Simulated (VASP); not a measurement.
Data:

```xyz
2
Lattice="0.0000 2.3150 2.3150 2.3150 0.0000 2.3150 2.3150 2.3150 0.0000" Properties=species:S:1:pos:R:3 pbc="T T T"
Na     0.0000     0.0000     0.0000
F      2.3150     2.3150     2.3150
```

Method: PBEsol GGA, VASP's PBE PAW potentials (set 64) (plane waves; VASP). Settings: PREC = Normal, EDIFF = 1E-5, 450 eV cut-off, 11×11×11 Γ-centred mesh, Gaussian smearing of 0.050 eV, potentials Na_pv F.

At this cut-off the stress carries a Pulay error, which pulls relaxed volumes low.

Estimate the energy per atom (σ→0), pressure, band gap (on the k-mesh) with the smallest direct gap where there is one.

| Item | Value |
|---|---|
| band gap (on the k-mesh) | 6.18 eV |
| smallest direct gap (on the k-mesh) | 6.18 eV |
| energy per atom (σ→0) | -4.386 eV/atom |
| pressure | -1.85 GPa |

The absolute energy has meaning only against runs of the same code, potentials and settings.

The compound is NaF in the rock salt structure. The cell was not relaxed at this level.
